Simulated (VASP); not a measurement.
Method: PBEsol GGA, VASP's PBE PAW potentials (set 64) (plane waves; VASP).

VASP input:

POSCAR:
```
Pr3In
1
    4.9636000000     0.0000000000     0.0000000000
    0.0000000000     4.9636000000     0.0000000000
    0.0000000000     0.0000000000     4.9636000000
Pr In
3 1
Direct
  0.0209170000   0.5051870000   0.4944180000
  0.4799130000   0.0001890000   0.4976250000
  0.5192800000   0.4925230000  -0.0041280000
 -0.0201090000   0.0021010000   0.0120850000
```

KPOINTS:
```
Automatic mesh
0
Gamma
3 3 3
0 0 0
```

### INCAR
```
SYSTEM = Pr3In
PREC = Accurate; ENCUT = 300; LREAL = F
LASPH = T
EDIFF = 1E-6; NELM = 100; ALGO = Normal
LMAXMIX = 6
ISMEAR = -1; SIGMA = 0.05
GGA = PS
MAGMOM = 3*2.0 0.0
ISPIN = 2
ISIF = 2
LWAVE = F; LCHARG = F; LORBIT = 11
```

POTCAR, in this order: Pr In_d (PBE.64 set). Program: vasp_std.

Output

### OSZICAR
```
...
DAV:  12    -0.235797187000E+02    0.39341E+01   -0.58363E+00  3496   0.138E+01    0.225E+01
DAV:  13    -0.224340651974E+02    0.11457E+01   -0.34974E+00  3584   0.868E+00    0.210E+01
DAV:  14    -0.224839624972E+02   -0.49897E-01   -0.10952E+00  3656   0.493E+00    0.222E+01
DAV:  15    -0.225353124003E+02   -0.51350E-01   -0.44769E-01  3800   0.247E+00    0.237E+01
DAV:  16    -0.226077095880E+02   -0.72397E-01   -0.25560E-01  3624   0.203E+00    0.241E+01
DAV:  17    -0.226280734970E+02   -0.20364E-01   -0.16218E-01  3768   0.125E+00    0.252E+01
DAV:  18    -0.227080530852E+02   -0.79980E-01   -0.22827E-01  3392   0.167E+00    0.263E+01
DAV:  19    -0.227726472294E+02   -0.64594E-01   -0.16550E-01  3808   0.143E+00    0.263E+01
DAV:  20    -0.227525332507E+02    0.20114E-01   -0.82106E-02  3720   0.908E-01    0.264E+01
DAV:  21    -0.228551645117E+02   -0.10263E+00   -0.25105E-01  3632   0.239E+00    0.263E+01
DAV:  22    -0.222821664374E+02    0.57300E+00   -0.73866E-01  3504   0.472E+00    0.230E+01
DAV:  23    -0.210414003526E+02    0.12408E+01   -0.13991E+00  3488   0.573E+00    0.180E+01
DAV:  24    -0.210645106157E+02   -0.23110E-01   -0.26561E-01  3720   0.289E+00    0.167E+01
DAV:  25    -0.211357441171E+02   -0.71234E-01   -0.10357E-01  3688   0.167E+00    0.156E+01
DAV:  26    -0.212815271754E+02   -0.14578E+00   -0.49606E-01  3400   0.264E+00    0.140E+01
DAV:  27    -0.212334165212E+02    0.48111E-01   -0.53567E-01  3528   0.315E+00    0.168E+01
DAV:  28    -0.212460350392E+02   -0.12619E-01   -0.31303E-01  3704   0.211E+00    0.197E+01
DAV:  29    -0.213317639853E+02   -0.85729E-01   -0.12604E-01  3784   0.153E+00    0.196E+01
DAV:  30    -0.209751735350E+02    0.35659E+00   -0.10070E+00  3280   0.464E+00    0.189E+01
DAV:  31    -0.209676041901E+02    0.75693E-02   -0.29412E-01  3786   0.257E+00    0.175E+01
DAV:  32    -0.209879115485E+02   -0.20307E-01   -0.10578E-01  3752   0.111E+00    0.185E+01
DAV:  33    -0.209916222144E+02   -0.37107E-02   -0.63289E-01  3304   0.349E+00    0.131E+01
DAV:  34    -0.210333456557E+02   -0.41723E-01   -0.74196E-01  3680   0.385E+00    0.181E+01
DAV:  35    -0.210774631057E+02   -0.44117E-01   -0.28957E-01  3768   0.215E+00    0.196E+01
DAV:  36    -0.211140738883E+02   -0.36611E-01   -0.23993E-01  3624   0.153E+00    0.227E+01
DAV:  37    -0.212410234441E+02   -0.12695E+00   -0.35554E-01  3584   0.188E+00    0.280E+01
DAV:  38    -0.212610326959E+02   -0.20009E-01   -0.17107E-01  3792   0.133E+00    0.296E+01
DAV:  39    -0.212399958472E+02    0.21037E-01   -0.92085E-02  3776   0.926E-01    0.298E+01
DAV:  40    -0.212279370715E+02    0.12059E-01   -0.56003E-02  3776   0.646E-01    0.296E+01
DAV:  41    -0.212354274367E+02   -0.74904E-02   -0.33307E-02  3744   0.409E-01    0.299E+01
DAV:  42    -0.212263401376E+02    0.90873E-02   -0.25890E-02  3672   0.398E-01    0.295E+01
DAV:  43    -0.212254078341E+02    0.93230E-03   -0.18214E-02  3776   0.326E-01    0.292E+01
DAV:  44    -0.212272635322E+02   -0.18557E-02   -0.34974E-02  3312   0.679E-01    0.297E+01
DAV:  45    -0.212151827680E+02    0.12081E-01   -0.66330E-02  3680   0.810E-01    0.286E+01
DAV:  46    -0.212389355203E+02   -0.23753E-01   -0.28183E-02  3488   0.827E-01    0.297E+01
DAV:  47    -0.212102712130E+02    0.28664E-01   -0.47184E-02  3640   0.885E-01    0.297E+01
DAV:  48    -0.212441265163E+02   -0.33855E-01   -0.21038E-02  3672   0.690E-01    0.298E+01
DAV:  49    -0.212413980478E+02    0.27285E-02   -0.57931E-03  3776   0.276E-01    0.298E+01
DAV:  50    -0.212394449452E+02    0.19531E-02   -0.33972E-03  3736   0.182E-01    0.298E+01
DAV:  51    -0.232096600870E+02   -0.19702E+01   -0.58358E+00  3296   0.119E+01    0.562E+01
DAV:  52    -0.220117233451E+02    0.11979E+01   -0.15395E+00  3708   0.697E+00    0.424E+01
DAV:  53    -0.220394521684E+02   -0.27729E-01   -0.98384E-02  3712   0.171E+00    0.419E+01
DAV:  54    -0.221722277930E+02   -0.13278E+00   -0.57394E-02  3800   0.120E+00    0.440E+01
DAV:  55    -0.221588404764E+02    0.13387E-01   -0.38235E-02  3744   0.821E-01    0.443E+01
DAV:  56    -0.217967083647E+02    0.36213E+00   -0.36836E-01  3584   0.304E+00    0.377E+01
DAV:  57    -0.219196818358E+02   -0.12297E+00   -0.31502E-01  3520   0.286E+00    0.375E+01
DAV:  58    -0.219259673085E+02   -0.62855E-02   -0.32693E-02  3656   0.113E+00    0.371E+01
DAV:  59    -0.219398247703E+02   -0.13857E-01   -0.13677E-02  3600   0.731E-01    0.377E+01
DAV:  60    -0.218030039145E+02    0.13682E+00   -0.12968E-01  3552   0.197E+00    0.357E+01
DAV:  61    -0.220498315451E+02   -0.24683E+00   -0.17064E-01  3478   0.219E+00    0.390E+01
DAV:  62    -0.221254749113E+02   -0.75643E-01   -0.13376E-01  3696   0.212E+00    0.391E+01
DAV:  63    -0.221190115405E+02    0.64634E-02   -0.27124E-02  3780   0.791E-01    0.386E+01
DAV:  64    -0.220952284351E+02    0.23783E-01   -0.14719E-02  3544   0.942E-01    0.386E+01
DAV:  65    -0.219537065517E+02    0.14152E+00   -0.18705E-01  3320   0.277E+00    0.376E+01
DAV:  66    -0.209117496778E+02    0.10420E+01   -0.38490E+00  3608   0.903E+00    0.231E+01
DAV:  67    -0.208128000344E+02    0.98950E-01   -0.28766E-01  3720   0.352E+00    0.224E+01
DAV:  68    -0.207478975713E+02    0.64902E-01   -0.16476E-01  3704   0.245E+00    0.218E+01
DAV:  69    -0.207291314580E+02    0.18766E-01   -0.76251E-02  3792   0.157E+00    0.216E+01
DAV:  70    -0.207244831346E+02    0.46483E-02   -0.29629E-02  3808   0.741E-01    0.214E+01
DAV:  71    -0.208343310044E+02   -0.10985E+00   -0.12092E-01  3680   0.203E+00    0.228E+01
DAV:  72    -0.206789977114E+02    0.15533E+00   -0.61530E-02  3616   0.172E+00    0.224E+01
DAV:  73    -0.207108221562E+02   -0.31824E-01   -0.32815E-02  3760   0.112E+00    0.226E+01
DAV:  74    -0.207283794741E+02   -0.17557E-01   -0.16126E-02  3808   0.609E-01    0.229E+01
DAV:  75    -0.207109257593E+02    0.17454E-01   -0.24999E-02  3576   0.958E-01    0.225E+01
DAV:  76    -0.206481843780E+02    0.62741E-01   -0.78088E-01  3520   0.625E+00    0.206E+01
DAV:  77    -0.209128153606E+02   -0.26463E+00   -0.20387E-01  3776   0.348E+00    0.210E+01
DAV:  78    -0.209265106522E+02   -0.13695E-01   -0.10190E-01  3768   0.160E+00    0.217E+01
DAV:  79    -0.209167929419E+02    0.97177E-02   -0.20576E-02  3792   0.696E-01    0.217E+01
DAV:  80    -0.209203594134E+02   -0.35665E-02   -0.73573E-03  3800   0.376E-01    0.221E+01
DAV:  81    -0.206328827308E+02    0.28748E+00   -0.22514E+00  3560   0.971E+00    0.169E+01
DAV:  82    -0.208714250143E+02   -0.23854E+00   -0.23171E-01  3744   0.323E+00    0.161E+01
DAV:  83    -0.208724988692E+02   -0.10739E-02   -0.91217E-02  3784   0.163E+00    0.151E+01
DAV:  84    -0.208924734189E+02   -0.19975E-01   -0.17606E-01  3624   0.208E+00    0.148E+01
DAV:  85    -0.208805228342E+02    0.11951E-01   -0.12530E-01  3744   0.175E+00    0.156E+01
DAV:  86    -0.206774384823E+02    0.20308E+00   -0.34495E+00  3488   0.860E+00    0.132E+01
DAV:  87    -0.208240836900E+02   -0.14665E+00   -0.39494E-01  3776   0.432E+00    0.112E+01
DAV:  88    -0.208322870879E+02   -0.82034E-02   -0.38872E-01  3528   0.298E+00    0.952E+00
DAV:  89    -0.207802011824E+02    0.52086E-01   -0.53961E-01  3536   0.363E+00    0.905E+00
DAV:  90    -0.207339588183E+02    0.46242E-01   -0.36404E-01  3712   0.282E+00    0.883E+00
DAV:  91    -0.206671299213E+02    0.66829E-01   -0.35134E-01  3608   0.291E+00    0.898E+00
DAV:  92    -0.206411478776E+02    0.25982E-01   -0.12054E-01  3776   0.176E+00    0.948E+00
DAV:  93    -0.205953684553E+02    0.45779E-01   -0.91565E-02  3784   0.137E+00    0.924E+00
DAV:  94    -0.205884100068E+02    0.69584E-02   -0.64798E-02  3736   0.123E+00    0.873E+00
DAV:  95    -0.205891861966E+02   -0.77619E-03   -0.20736E-02  3792   0.607E-01    0.864E+00
DAV:  96    -0.204908015758E+02    0.98385E-01   -0.81313E-01  3704   0.431E+00    0.110E+01
DAV:  97    -0.206115704235E+02   -0.12077E+00   -0.23485E-01  3688   0.273E+00    0.116E+01
DAV:  98    -0.205712174021E+02    0.40353E-01   -0.12065E-01  3744   0.174E+00    0.116E+01
DAV:  99    -0.205840717526E+02   -0.12854E-01   -0.23429E-02  3656   0.742E-01    0.117E+01
DAV: 100    -0.205808042397E+02    0.32675E-02   -0.20397E-02  3624   0.696E-01
   1 F= -.20580804E+02 E0= -.20487093E+02  d E =-.187422E+00  mag=     2.4619
```

File OUTCAR:
```
------------------------ aborting loop EDIFF was not reached (unconverged)  ----------------------------
  FORCE on cell =-STRESS in cart. coord.  units (eV):
  Direction    XX          YY          ZZ          XY          YZ          ZX
  --------------------------------------------------------------------------------------
  Total       31.0452375     30.5597966     22.0705005      0.7396808      0.3394156      1.6278115
  in kB      406.7384609    400.3784690    289.1561521      9.6909106      4.4468461     21.3267350
  external PRESSURE =     365.4243607 kB  Pullay stress =       0.0000000 kB
  volume of cell :      122.29
      direct lattice vectors                 reciprocal lattice vectors
     4.963600000  0.000000000  0.000000000     0.201466677  0.000000000  0.000000000
     0.000000000  4.963600000  0.000000000     0.000000000  0.201466677  0.000000000
     0.000000000  0.000000000  4.963600000     0.000000000  0.000000000  0.201466677
 POSITION                                       TOTAL-FORCE (eV/Angst)
 -----------------------------------------------------------------------------------
      0.10382      2.50755      2.45409        -0.269259     -0.065734      0.063207
      2.38210      0.00094      2.47001         0.357052      0.033900      0.091801
      2.57750      2.44469      4.94311        -0.250478      0.068023      0.052995
      4.86379      0.01043      0.05999         0.162685     -0.036189     -0.208003
 -----------------------------------------------------------------------------------
    total drift:                                0.119160      0.070508     -0.082796
  FREE ENERGIE OF THE ION-ELECTRON SYSTEM (eV)
  ---------------------------------------------------
  free  energy   TOTEN  =       -20.5808042397 eV

  energy  without entropy=      -20.3933823874  energy(sigma->0) =      -20.48709331

 total charge

# of ion       s       p       d       f       tot
--------------------------------------------------
    1        1.954   5.261   0.588   1.711   9.514
    2        1.960   5.271   0.595   2.098   9.923
    3        1.954   5.263   0.609   2.847  10.674
    4        0.895   0.733   9.808   0.000  11.436
--------------------------------------------------
tot          6.764  16.528  11.600   6.655  41.547

 magnetization (x)

# of ion       s       p       d       f       tot
--------------------------------------------------
    1        0.002   0.002   0.038   0.187   0.228
    2       -0.008  -0.036   0.093   2.002   2.051
    3        0.004   0.016   0.030  -1.408  -1.358
    4       -0.006  -0.019   0.005   0.000  -0.020
--------------------------------------------------
tot         -0.008  -0.037   0.166   0.780   0.901
```
(Selected blocks of OUTCAR.)

### stdout
```
...
DAV:  81    -0.206328827308E+02    0.28748E+00   -0.22514E+00  3560   0.971E+00    0.169E+01
DAV:  82    -0.208714250143E+02   -0.23854E+00   -0.23171E-01  3744   0.323E+00    0.161E+01
DAV:  83    -0.208724988692E+02   -0.10739E-02   -0.91217E-02  3784   0.163E+00    0.151E+01
DAV:  84    -0.208924734189E+02   -0.19975E-01   -0.17606E-01  3624   0.208E+00    0.148E+01
DAV:  85    -0.208805228342E+02    0.11951E-01   -0.12530E-01  3744   0.175E+00    0.156E+01
DAV:  86    -0.206774384823E+02    0.20308E+00   -0.34495E+00  3488   0.860E+00    0.132E+01
DAV:  87    -0.208240836900E+02   -0.14665E+00   -0.39494E-01  3776   0.432E+00    0.112E+01
DAV:  88    -0.208322870879E+02   -0.82034E-02   -0.38872E-01  3528   0.298E+00    0.952E+00
DAV:  89    -0.207802011824E+02    0.52086E-01   -0.53961E-01  3536   0.363E+00    0.905E+00
DAV:  90    -0.207339588183E+02    0.46242E-01   -0.36404E-01  3712   0.282E+00    0.883E+00
DAV:  91    -0.206671299213E+02    0.66829E-01   -0.35134E-01  3608   0.291E+00    0.898E+00
DAV:  92    -0.206411478776E+02    0.25982E-01   -0.12054E-01  3776   0.176E+00    0.948E+00
DAV:  93    -0.205953684553E+02    0.45779E-01   -0.91565E-02  3784   0.137E+00    0.924E+00
DAV:  94    -0.205884100068E+02    0.69584E-02   -0.64798E-02  3736   0.123E+00    0.873E+00
DAV:  95    -0.205891861966E+02   -0.77619E-03   -0.20736E-02  3792   0.607E-01    0.864E+00
DAV:  96    -0.204908015758E+02    0.98385E-01   -0.81313E-01  3704   0.431E+00    0.110E+01
DAV:  97    -0.206115704235E+02   -0.12077E+00   -0.23485E-01  3688   0.273E+00    0.116E+01
DAV:  98    -0.205712174021E+02    0.40353E-01   -0.12065E-01  3744   0.174E+00    0.116E+01
DAV:  99    -0.205840717526E+02   -0.12854E-01   -0.23429E-02  3656   0.742E-01    0.117E+01
DAV: 100    -0.205808042397E+02    0.32675E-02   -0.20397E-02  3624   0.696E-01

 -----------------------------------------------------------------------------
|                                                                             |
|           W    W    AA    RRRRR   N    N  II  N    N   GGGG   !!!           |
|           W    W   A  A   R    R  NN   N  II  NN   N  G    G  !!!           |
|           W    W  A    A  R    R  N N  N  II  N N  N  G       !!!           |
|           W WW W  AAAAAA  RRRRR   N  N N  II  N  N N  G  GGG   !            |
|           WW  WW  A    A  R   R   N   NN  II  N   NN  G    G                |
|           W    W  A    A  R    R  N    N  II  N    N   GGGG   !!!           |
|                                                                             |
|     The electronic self-consistency was not achieved in the given           |
|     number of steps (NELM). The forces and other quantities evaluated       |
|     might not be reliable so examine the results carefully. If you find     |
|     spurious results, we suggest increasing NELM, if you were close to      |
|     convergence or switching to a different ALGO or adjusting the           |
|     density mixing parameters otherwise.                                    |
|                                                                             |
 -----------------------------------------------------------------------------

   1 F= -.20580804E+02 E0= -.20487093E+02  d E =-.187422E+00  mag=     2.4619
```

The run did not converge; its last values are not results.

At this cut-off the stress carries a Pulay error, which pulls relaxed volumes low.

The structure comes from a measured Pr3In entry of the Crystallography Open Database, whose conditions weren't checked. The cell was not relaxed at this level, atoms are displaced from their ideal sites. The k-mesh is coarse (spacing up to 0.42 per Å, 2π included), so the numbers may not be converged in it.
